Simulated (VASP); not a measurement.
Output of a VASP run:

**OSZICAR**
```
       N       E                     dE             d eps       ncg     rms          rms(c)
DAV:   1     0.839298412204E+02    0.83930E+02   -0.82945E+03  8308   0.160E+03
DAV:   2    -0.974911717760E+01   -0.93679E+02   -0.86685E+02  8114   0.257E+02
DAV:   3    -0.119150177721E+02   -0.21659E+01   -0.21043E+01  9766   0.553E+01
DAV:   4    -0.119485941810E+02   -0.33576E-01   -0.33569E-01 11575   0.524E+00
DAV:   5    -0.119489045537E+02   -0.31037E-03   -0.31037E-03 10079   0.474E-01    0.157E+01
DAV:   6    -0.100596642462E+02    0.18892E+01   -0.13831E+01  8758   0.766E+01    0.702E+00
DAV:   7    -0.968603580805E+01    0.37363E+00   -0.18504E+00  9248   0.269E+01    0.384E+00
DAV:   8    -0.966641564426E+01    0.19620E-01   -0.20567E-02 11396   0.170E+00    0.197E+00
DAV:   9    -0.965046230894E+01    0.15953E-01   -0.39590E-03 12279   0.109E+00    0.669E-01
DAV:  10    -0.965100150427E+01   -0.53920E-03   -0.10198E-03 10989   0.502E-01    0.233E-01
DAV:  11    -0.965094767407E+01    0.53830E-04   -0.12754E-04 10498   0.172E-01    0.312E-02
DAV:  12    -0.965094277350E+01    0.49006E-05   -0.92546E-06  8952   0.323E-02    0.171E-02
DAV:  13    -0.965094237952E+01    0.39398E-06   -0.13361E-06  6066   0.179E-02
   1 F= -.96509424E+01 E0= -.96514008E+01  d E =-.965094E+01  mag=     3.1457
```

**OUTCAR**
```
------------------------ aborting loop because EDIFF is reached ----------------------------------------
  FORCE on cell =-STRESS in cart. coord.  units (eV):
  Direction    XX          YY          ZZ          XY          YZ          ZX
  --------------------------------------------------------------------------------------
  Total        0.0152561      0.0152561      0.0142140      0.0000000      0.0000000      0.0000000
  in kB        1.1768101      1.1768103      1.0964221      0.0000000      0.0000000      0.0000000
  external PRESSURE =       1.1500142 kB  Pullay stress =       0.0000000 kB
  volume of cell :       20.77
      direct lattice vectors                 reciprocal lattice vectors
     1.229653587 -2.129822710  0.000000000     0.406618584 -0.234761324  0.000000000
     1.229653587  2.129822710  0.000000000     0.406618584  0.234761324  0.000000000
     0.000000000  0.000000000  3.965450147     0.000000000  0.000000000  0.252178180
 POSITION                                       TOTAL-FORCE (eV/Angst)
 -----------------------------------------------------------------------------------
      1.22965      0.70994      0.99136         0.000000      0.000000      0.000000
      1.22965     -0.70994      2.97409        -0.000000     -0.000000      0.000000
 -----------------------------------------------------------------------------------
    total drift:                               -0.000000     -0.000003     -0.000029
  FREE ENERGIE OF THE ION-ELECTRON SYSTEM (eV)
  ---------------------------------------------------
  free  energy   TOTEN  =        -9.6509423795 eV

  energy  without entropy=       -9.6523175276  energy(sigma->0) =       -9.65140076

 total charge

# of ion       s       p       d       tot
------------------------------------------
    1        0.507   0.559   7.300   8.366
    2        0.507   0.559   7.300   8.366
--------------------------------------------------
tot          1.013   1.117  14.601  16.731

 magnetization (x)

# of ion       s       p       d       tot
------------------------------------------
    1       -0.015  -0.049   1.642   1.578
    2       -0.015  -0.049   1.642   1.578
--------------------------------------------------
tot         -0.030  -0.098   3.283   3.155

 reached required accuracy - stopping structural energy minimisation
```
(Selected blocks of OUTCAR.)

**POSCAR**
```
Co
1
    1.2296535866    -2.1298227099    -0.0000000000
    1.2296535866     2.1298227099     0.0000000000
    0.0000000000     0.0000000000     3.9654501470
Co
2
Direct
  0.3333330000   0.6666670000   0.2500000000
  0.6666670000   0.3333330000   0.7500000000
```

### Question
Reconstruct the remaining input files.

### Answer
One answer among several that fit: the input of the run itself, vdW-DF-cx, plane waves, VASP's PBE PAW potentials (set 64).

### INCAR
```
! general
SYSTEM  =Co
PREC    =Accurate
ENCUT   =520
LREAL   =.False.
LASPH   =.True.   ! aspherical one-centre terms

! electronic loop
EDIFF   =1E-6   ! SCF stop (eV)
NELM    =100   ! most electronic steps
ALGO    =Normal
LMAXMIX =4

! smearing
ISMEAR  =1
SIGMA   =0.1   ! width (eV)

! functional
GGA     =CX
LUSE_VDW=.True.
AGGAC   =0.0

! spin
ISPIN   =2   ! spin-polarised
MAGMOM  =2*1.6

! ions
IBRION  =2   ! conjugate gradients
NSW     =60   ! most ionic steps
ISIF    =3
EDIFFG  =-0.01   ! ionic stop

! output
LWAVE   =.False.
LCHARG  =.False.
LORBIT  =10
```

### KPOINTS
```
Automatic mesh
0
Gamma
15 15 8
0 0 0
```

POTCAR, in this order: Co (PBE.64 set). Program: vasp_std.

The compound is Co in the hcp structure. It was relaxed first, which changed the volume by -6 %. The start is the result of an earlier pass.
